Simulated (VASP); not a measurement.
```
LiF
1.0
    0.00000     2.01500     2.01500
    2.01500     0.00000     2.01500
    2.01500     2.01500     0.00000
Li F
1 1
Direct
  0.00000   0.00000   0.00000
  0.50000   0.50000   0.50000
```

Level of theory: PBE GGA, VASP's PBE PAW potentials (set 64) (plane waves; VASP). Run with 400 eV cut-off, 7×7×7 Γ-centred mesh, Fermi-Dirac smearing of 0.020 eV, potentials Li_sv F.

At this cut-off the stress carries a Pulay error, which pulls relaxed volumes low.

Q: Predict the energy per atom (σ→0), pressure, band gap (on the k-mesh) with the smallest direct gap where there is one.

A: 
- band gap (on the k-mesh) = 9.31 eV
- smallest direct gap (on the k-mesh) = 9.31 eV
- energy per atom (σ→0) = -4.855 eV/atom
- pressure = -108.4 kbar

The structure is a typed LiF crystal (Fm-3m). The cell was not relaxed at this level.
